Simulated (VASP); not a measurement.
An input for Ansatz (written as the equivalent of a VASP run, and not itself run):

Ansatz 0.2 input:
```yaml
crystal:
  lattice:
    - [0.0000000, 2.8050000, 2.8050000]
    - [2.8050000, 0.0000000, 2.8050000]
    - [2.8050000, 2.8050000, 0.0000000]
  atoms:
    - { symbol: Li, position: [0.0000000, 0.0000000, 0.0000000] }
    - { symbol: Br, position: [0.5000000, 0.5000000, 0.5000000] }
kpoints:
  mp_grid: { grid: [7, 7, 7] }
hamiltonian:
  xc: pbe
  pseudopotentials: { kind: paw }
scf:
  occupations: { method: gaussian, width: 0.05 }
  max_iter: 100
output: { forces: true, stress: true, eigenvalues: true }
```

Q: Write the VASP files for the same calculation (PBE).

A: One answer among several that fit: 
### INCAR
```
SYSTEM = LiBr
PREC = Accurate
ENCUT = 520
EDIFF = 1E-6
NELM = 100
ALGO = Normal
LREAL = .FALSE.
LASPH = .TRUE.
ISMEAR = 0
SIGMA = 0.05
GGA = PE
LMAXMIX = 4
LWAVE = .FALSE.
LCHARG = .FALSE.
ISIF = 2
ADDGRID = .TRUE.
```

**KPOINTS**
```
Regular mesh
0
Gamma
 7 7 7
0 0 0
```

POSCAR:
```
LiBr
1
    0.0000000000     2.8050000000     2.8050000000
    2.8050000000     0.0000000000     2.8050000000
    2.8050000000     2.8050000000     0.0000000000
Li Br
1 1
Direct
  0.0000000000   0.0000000000   0.0000000000
  0.5000000000   0.5000000000   0.5000000000
```

POTCAR, in this order: Li_sv Br (PBE.64 set). Program: vasp_std.

What does not carry over: each code has its own PAW files, so the cut-off isn't converted (ENCUT is set for VASP's; basis.ecutwfc is left out, and Ansatz then takes the one that its files recommend); Ansatz stops its SCF on the density residual and VASP on the energy change (EDIFF).

The compound is LiBr in the rock salt structure. The cell was not relaxed at this level. The run is one of a series of settings (ADDGRID = .TRUE. against the base run), some of them coarse on purpose.
